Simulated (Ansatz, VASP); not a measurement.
## LaCoPO: VASP beside Ansatz

Aim: how closely do two programs agree when they are given the same cell, functional and k mesh? The cell is taken from a series of VASP runs on this material, whose earlier steps may have relaxed, scaled or displaced it; both programs get it as it stands.

Method: plane waves, with VASP 6.6.1 beside it; relaxation of cell and atoms at LDA, DFT+U, single point at LDA, DFT+U and electric field gradients at LDA, DFT+U, in Ansatz 0.2.0.

### Step 1. Starting point

It takes space group P4/nmm (No. 129, tetragonal). Conventional cell: a = 3.908 Å, b = 3.908 Å, c = 8.013 Å, α = 90.00°, β = 90.00°, γ = 90.00°. Nearest to La lie 4 O at 2.32 Å. Nearest to Co lie 4 P at 2.16 Å. P has 4 Co at 2.16 Å nearest. Nearest to O lie 4 La at 2.32 Å. Farther neighbours and most contacts between anions are not listed.

### Step 2. Ansatz: relaxation of cell and atoms, LDA, DFT+U

Ansatz runs on its default PAW (the set named soft_2) files.

The relaxed volume is the usual yardstick between codes: its relative difference is about their pressure difference at one cell divided by the bulk modulus.

The input, input.yaml:

```yaml
crystal:
  lattice:
    - [3.9084862103, 0.0, 0.0]
    - [0.0, 3.9084862103, 0.0]
    - [0.0, 0.0, 8.0129748136]
  atoms:
    - { symbol: La, position: [0.0, 0.5, 0.8438019325] }
    - { symbol: La, position: [0.5, 0.0, 0.1561980675] }
    - { symbol: Co, position: [0.5, 0.5, 0.5], spin: 2.0 }
    - { symbol: Co, position: [0.0, 0.0, 0.5], spin: 2.0 }
    - { symbol: P, position: [0.5, 0.0, 0.6157386906] }
    - { symbol: P, position: [0.0, 0.5, 0.3842613094] }
    - { symbol: O, position: [0.0, 0.0, 0.0] }
    - { symbol: O, position: [0.5, 0.5, 0.0] }
hamiltonian:
  xc: lda
  pseudopotentials: { kind: paw }
  hubbard: { sites: [{ species: Co, l: d, u_eff: 5.0 }] }
magnetization:
  spin_polarized: true
kpoints:
  mp_grid: { grid: [6, 6, 3] }
scf:
  occupations: { method: gaussian, width: 0.05 }
relax:
  f_tol: 0.01
  max_steps: 60
  cell: { stress_tol: 0.05 }
output:
  forces: true
  stress: true
```

Run with:

```bash
$ ansatz run input.yaml --threads 4 --pin off --max-ram 9216MiB --backend cpu --events-out ev --progress --plain --runs-dir out
```

Numbers of over 12 decimals in the logs are rounded to 6 here.

Output:

```text
La: projections on atomic orbitals take those of the free atom [Kr 4d10] 4f0 5s2 5p6 5d1 6s2, of charge +0.00 (hamiltonian.pseudopotentials.projection_atoms); the dataset's partial waves leave at most 1.9e-5 of an orbital's norm unspanned inside its sphere
Co: projections on atomic orbitals take those of the free atom [Ne] 3s2 3p6 3d7 4s2, of charge +0.00 (hamiltonian.pseudopotentials.projection_atoms); the dataset's partial waves leave at most 1.4e-6 of an orbital's norm unspanned inside its sphere
P: projections on atomic orbitals take those of the free atom [Ne] 3s2 3p3, of charge +0.00 (hamiltonian.pseudopotentials.projection_atoms); the dataset's partial waves leave at most 1.0e-7 of an orbital's norm unspanned inside its sphere
O: projections on atomic orbitals take those of the free atom [He] 2s2 2p4, of charge +0.00 (hamiltonian.pseudopotentials.projection_atoms); the dataset's partial waves leave at most 1.9e-8 of an orbital's norm unspanned inside its sphere
Engine: ansatz 0.2.0, aarch64-unknown-linux-gnu
Pseudopotentials: kind: paw
Pseudopotential: La, paw, valence charge 11, recommended cutoff 420 eV (normal), La.paw.azcp
Pseudopotential: Co, paw, valence charge 17, recommended cutoff 420 eV (normal), Co.paw.azcp
Pseudopotential: P, paw, valence charge 5, recommended cutoff 420 eV (normal), P.paw.azcp
Pseudopotential: O, paw, valence charge 6, recommended cutoff 420 eV (normal), O.paw.azcp
Functional definition: SPW92
  exchange = slater_x
  correlation = pw_c
Crystal: 8 atoms, lattice volume = 122.408 Å³
Basis set: ecut = 420 eV, 2419 PW (Γ)
Bands: 50, of which v1, the nominal top of the filled ones, is band 39 counted from 1 (38 counted from 0)
Symmetry: 16 space group operations
Space group: P4/nmm (ITA 129), of the structure as read, at distance tolerance 5.0e-5 Å
Magnetic group: BNS 129.411 (UNI 1071), of the structure as read, at distance tolerance 5.0e-5 Å
k-points: 20 of 108
Non-local potential: La, projectors of the file, l = 0: 3, l = 1: 2, l = 2: 2, l = 3: 3
Non-local potential: Co, projectors of the file, l = 0: 3, l = 1: 2, l = 2: 3, l = 3: 1
Non-local potential: P, projectors of the file, l = 0: 2, l = 1: 2, l = 2: 2
Non-local potential: O, projectors of the file, l = 0: 2, l = 1: 2, l = 2: 1
PAW form: soft (Blöchl's): semilocal exchange-correlation on the pseudo side does not see the compensation charge
PAW frozen core: La, regenerated for the run's functional, and the local potential with it (the file was generated under x = pbe(κ = 0.804, μ = 0.219515), c = pbe(β = 0.066725))
PAW frozen core: Co, regenerated for the run's functional, and the local potential with it (the file was generated under x = pbe(κ = 0.804, μ = 0.219515), c = pbe(β = 0.066725))
PAW frozen core: P, regenerated for the run's functional, and the local potential with it (the file was generated under x = pbe(κ = 0.804, μ = 0.219515), c = pbe(β = 0.066725))
PAW frozen core: O, regenerated for the run's functional, and the local potential with it (the file was generated under x = pbe(κ = 0.804, μ = 0.219515), c = pbe(β = 0.066725))
PAW one-centre angular grid: La, 590 points (default); XC on 64 Gauss nodes
PAW one-centre angular grid: Co, 590 points (default); XC on 64 Gauss nodes
PAW one-centre angular grid: P, 110 points (default); XC on 64 Gauss nodes
PAW one-centre angular grid: O, 110 points (default); XC on 64 Gauss nodes
Initial density: superposition of atomic densities (chi_scale 0.1, normalization cell, long waves kept (reshape's long-wave potential 0.55 eV rms))
Starting moments: Σ|m| = 4 μB on 2 of 8 sites
Initial wavefunctions: pseudopotential atomic-orbital guess
Functional: x = slater, c = lda
SCF iter   1: F=—  HF=-24846.689508 eV  |F-HF|=—  |Δ(HF+E_count)|=         —  Δρ=1.38e-1 (↑4.98e-2 ↓1.38e-1)  dr2=6.23e1  dr2_m=4.71e0  M=1.401 μB ∫|m|=1.763 μB  β_m=0.30  ethr=3.10e-3  ⟨swp⟩=7.7  Hψ=8850  notcnv=0  defer=2
preconditioner: auto → Kerker (q_TF=auto, 2.531 Å⁻¹)  [metal: Δε(μ)=0.005 eV  Ē_g=9.749 eV  σ=0.050 eV  W_gap=0.06  n_scr=38 (ndim 8)  ℏωp=25.6 eV  f_vac=0.000  D(μ)=7.71/eV (n_scr^D=76)]
spin=Collinear: Kerker preconditioning applied to the charge; magnetization (m = ρ↑ − ρ↓) channel mixes plain (no charge-response kernel on spin).
SCF iter   2: F=—  HF=-24845.322314 eV  |F-HF|=—  |Δ(HF+E_count)|=    1.37e0  Δρ=5.40e-2 (↑5.40e-2 ↓3.43e-2)  dr2=5.88e0  dr2_m=3.50e-1  M=2.329 μB ∫|m|=2.716 μB  β_m=0.30  ethr=3.10e-3  ⟨swp⟩=4.0  Hψ=4563  notcnv=0  defer=208
SCF iter   3: F=—  HF=-24844.871219 eV  |F-HF|=—  |Δ(HF+E_count)|=   4.51e-1  Δρ=3.62e-2 (↑2.03e-2 ↓3.62e-2)  dr2=4.92e0  dr2_m=6.45e-1  M=1.892 μB ∫|m|=2.258 μB  β_m=0.30  ethr=3.10e-3  ⟨swp⟩=3.1  Hψ=3389  notcnv=0  defer=215
SCF iter   4: F=—  HF=-24844.601537 eV  |F-HF|=—  |Δ(HF+E_count)|=   2.70e-1  Δρ=2.51e-2 (↑1.69e-2 ↓2.51e-2)  dr2=2.56e0  dr2_m=4.09e-1  M=1.833 μB ∫|m|=2.189 μB  β_m=0.30  ethr=3.10e-3  ⟨swp⟩=2.6  Hψ=2379  notcnv=0  defer=209
SCF iter   5: F=—  HF=-24844.363496 eV  |F-HF|=—  |Δ(HF+E_count)|=   2.38e-1  Δρ=2.22e-2 (↑2.22e-2 ↓1.40e-2)  dr2=5.65e-1  dr2_m=3.13e-1  M=1.584 μB ∫|m|=2.193 μB  β_m=0.30  ethr=3.10e-3  ⟨swp⟩=3.5  Hψ=3190  notcnv=0  defer=215
[...]
SCF iter  19: F=—  HF=-24844.448833 eV  |F-HF|=—  |Δ(HF+E_count)|=   3.47e-1  Δρ=1.68e-2 (↑3.28e-3 ↓1.68e-2)  dr2=3.24e-1  dr2_m=6.66e-2  M=0.093 μB ∫|m|=1.910 μB  β_m=0.15  ethr=6.41e-5  ⟨swp⟩=4.7  Hψ=13016  notcnv=0  defer=748
SCF iter  20: F=—  HF=-24844.430651 eV  |F-HF|=—  |Δ(HF+E_count)|=   1.82e-2  Δρ=6.88e-3 (↑4.40e-3 ↓6.88e-3)  dr2=5.65e-3  dr2_m=3.60e-2  M=0.074 μB ∫|m|=1.950 μB  β_m=0.69  ethr=6.41e-5  ⟨swp⟩=2.7  Hψ=10042  notcnv=0  defer=756
SCF iter  21: F=—  HF=-24844.446797 eV  |F-HF|=—  |Δ(HF+E_count)|=   1.61e-2  Δρ=3.99e-3 (↑3.99e-3 ↓3.87e-3)  dr2=4.99e-2  dr2_m=1.93e-3  M=0.046 μB ∫|m|=2.087 μB  β_m=0.52  ethr=7.25e-6  ⟨swp⟩=2.8  Hψ=10546  notcnv=0  defer=756
SCF iter  22: F=—  HF=-24844.442235 eV  |F-HF|=—  |Δ(HF+E_count)|=   4.56e-3  Δρ=1.30e-3 (↑8.56e-4 ↓1.30e-3)  dr2=3.22e-3  dr2_m=4.70e-4  M=0.023 μB ∫|m|=2.087 μB  β_m=0.48  ethr=7.25e-6  ⟨swp⟩=2.1  Hψ=9824  notcnv=0  defer=756
SCF iter  23: F=—  HF=-24844.442176 eV  |F-HF|=—  |Δ(HF+E_count)|=         —  Δρ=4.79e-4 (↑4.79e-4 ↓2.69e-4)  dr2=3.17e-4  dr2_m=1.06e-4  M=0.015 μB ∫|m|=2.107 μB  ethr=4.13e-6  ⟨swp⟩=2.0  Hψ=7025  notcnv=0  defer=752
Mixer restart at iter 23: flushing history
SCF iter  24: F=—  HF=-24844.616782 eV  |F-HF|=—  |Δ(HF+E_count)|=         —  Δρ=3.84e-5 (↑2.45e-5 ↓3.84e-5)  dr2=2.98e-6  dr2_m=2.18e-7  M=1.394 μB ∫|m|=1.697 μB  β_m=0.48  ethr=6.53e-9  ⟨swp⟩=5.5  Hψ=12897  notcnv=0  defer=650
SCF iter  25: F=—  HF=-24844.616783 eV  |F-HF|=—  |Δ(HF+E_count)|=   4.00e-7  Δρ=4.52e-5 (↑4.52e-5 ↓3.89e-5)  dr2=6.19e-6  dr2_m=3.91e-8  M=1.394 μB ∫|m|=1.697 μB  β_m=0.35  ethr=3.82e-9  ⟨swp⟩=2.0  Hψ=10817  notcnv=0  defer=650
SCF iter  26: F=—  HF=-24844.616782 eV  |F-HF|=—  |Δ(HF+E_count)|=   5.95e-7  Δρ=1.83e-5 (↑5.47e-6 ↓1.83e-5)  dr2=2.73e-7  dr2_m=1.40e-7  M=1.394 μB ∫|m|=1.697 μB  β_m=0.44  ethr=3.82e-9  ⟨swp⟩=2.0  Hψ=6905  notcnv=0  defer=650
SCF iter  27: F=—  HF=-24844.616782 eV  |F-HF|=—  |Δ(HF+E_count)|=   6.45e-8  Δρ=1.77e-5 (↑1.77e-5 ↓1.00e-5)  dr2=5.03e-7  dr2_m=6.34e-8  M=1.394 μB ∫|m|=1.697 μB  β_m=0.44  ethr=3.50e-10  ⟨swp⟩=2.0  Hψ=7883  notcnv=0  defer=650
iter 28 did not close the SCF: its close was put off for a magnetic moment that had not settled (scf_convergence_deferred on its scf_iter line)
SCF iter  28: F=-24844.616782 eV  HF=-24844.616782 eV  |F-HF|=2.04e-8  |Δ(HF+E_count)|=   5.38e-8  Δρ=5.20e-6 (↑4.95e-6 ↓5.20e-6)  dr2=4.25e-8  dr2_m=1.50e-8  M=1.394 μB ∫|m|=1.697 μB  β_m=0.59  ethr=1.28e-10  ⟨swp⟩=1.9  Hψ=14512  notcnv=0
SCF iter  29: F=-24844.616782 eV  HF=-24844.616782 eV  |F-HF|=3.40e-8  |Δ(HF+E_count)|=   1.65e-8  Δρ=4.16e-6 (↑3.75e-6 ↓4.16e-6)  dr2=4.35e-8  dr2_m=3.81e-9  M=1.394 μB ∫|m|=1.697 μB  ethr=5.45e-11  ⟨swp⟩=1.0  Hψ=14275  notcnv=0
SCF 2 converged in 29 iterations: F = -24844.616782 eV  dr2 = 4.35e-8
a single-point calculation of the run's input, under the relaxation's own `scf.mixing.negative_modes` where the relaxation goes by `scf.lower_state_search: light` itself or types `scf.max_iter`, was made at the relaxed geometry, from the atoms, with one SCF from other starting moments behind it, in 54 SCF iterations in all. It converged +0.0 meV from the relaxation's final energy, with moments (0.00, 0.00, 0.75, 0.75 [...]
SCF converged after 7 iterations
Magnetization: 1.3939 μB (39.6969 up, 38.3031 down)
Absolute magnetization: 1.6981 μB (∫|ρ↑−ρ↓|, with the PAW one-centre terms)
Spin contamination: 0.0921 ħ² per cell (⟨S²⟩ above its minimum at these occupations)
Per-site moments (μB) at R_I (Å): [(-0.000583033, 0.959446), (-0.000583033, 0.959446), (0.749496, 0.901136), (0.749496, 0.901136), (-0.022313, 0.901136), (-0.022313, 0.901136), (-0.00143787, 0.959446), (-0.00143787, 0.959446)]
Free energy (F): -24844.616782 eV
Harris-Foulkes:  -24844.616782 eV  (|F-HF|=3.64e-12)
Internal energy: -24844.615596 eV  (E = F + TS)
E sigma→0 (E₀):  -24844.616189 eV
Entropy (-TS):   -0.001186 eV (-0.148 meV/atom)
Fermi energy:    12.531748 eV
--- Per-component energies (eV) ---
  E_band       = -617.882643
  E_kinetic    = 1804.659461
  E_local      = -10494.693428  (includes V_loc(G=0)·N_el)
  E_nonlocal   = 1305.533665
  E_hartree    = 4522.005611
  E_xc         = -866.397045
  E_vxc        = -1021.560553  (∫ρ·V_xc dr)
  E_hubbard    = 6.371792  (on-site DFT+U / exact-exchange correction)
  E_vhub       = -27.811475  (the Hubbard potential's part of the band-sum identity)
  E_paw        = -14782.013333  (= ΣΔE_a)
  E_vpaw       = -1228.026922  (= ΣTr[D̂ρ^β])
  E_aug_tail   = 0.005051  (compensation charges beyond the density's cutoff)
  E_ewald      = -6341.997851
  E_core_change = 1.910480  (= ΣΔE_core)
  E_smearing   = -0.001186  (= −TS)
  E_closure    = -0.000000  (closes the sum)
  Σ components = -24844.616782   (vs F -24844.616782, Δ=0.00e0)
--- Forces (eV/Å), atoms counted from 1 ---
  atom   1  La    -0.00000000    -0.00000000    -0.00017922
  atom   2  La     0.00000000     0.00000000     0.00017922
  atom   3  Co     0.00000000     0.00000000    -0.00000000
  atom   4  Co    -0.00000000    -0.00000000     0.00000000
  atom   5  P     -0.00000000     0.00000000     0.00014717
  atom   6  P      0.00000000    -0.00000000    -0.00014717
  atom   7  O     -0.00000000    -0.00000000     0.00000000
  atom   8  O      0.00000000     0.00000000     0.00000000
  max |Σ_I F_I| component: 1.11e-16 eV/Å
--- Stress (GPa, compression-positive) ---
        0.004038      -0.000000       0.000000
       -0.000000       0.004038      -0.000000
        0.000000      -0.000000       0.002957
  P = ⅓ Tr σ = 0.0037 GPa (0.037 kbar)
--- Relaxed structure (8 steps of the walk, 7 accepted, 2 SCFs on fresh bases) ---
  F+E_penalty+E_count = -24844.61678214 eV   max|allowed force component| = 1.792e-4 eV/Å   (the final SCF, on the basis selected at the relaxed cell)
  cell:  # Å, volume = 124.4011 Å³
    - [3.937535, 0, 0]
    - [0, 3.937535, 0]
    - [0, 0, 8.023714]
  atoms:
    - { symbol: La, position: [0, 0.500000, 0.845644] }
    - { symbol: La, position: [0.500000, 0, 0.154356] }
    - { symbol: Co, position: [0.500000, 0.500000, 0.5] }
    - { symbol: Co, position: [0, 0, 0.5] }
    - { symbol: P, position: [0.500000, 0, 0.617992] }
    - { symbol: P, position: [0, 0.500000, 0.382008] }
    - { symbol: O, position: [0, 0, 0] }
    - { symbol: O, position: [0.500000, 0.500000, 0.0] }
```

Elapsed: 2.4 min, on 4 threads of Arm Neoverse V1, shared host; peak memory 1.2 GiB.

[end of part 1 of 3]

[Lines on the potential files, build, host, timing and source positions are cut from VASP's logs without a mark.]

[Logs are printed without paths, hosts, clocks, repeated set-up lines and the standing remarks that a program may print on its own settings, such as how far it seeks lower states.]

[Hosts, paths, dates, database ids (printed as entryN), source tags and the programs' standing remarks are cut or masked in the printed files.]
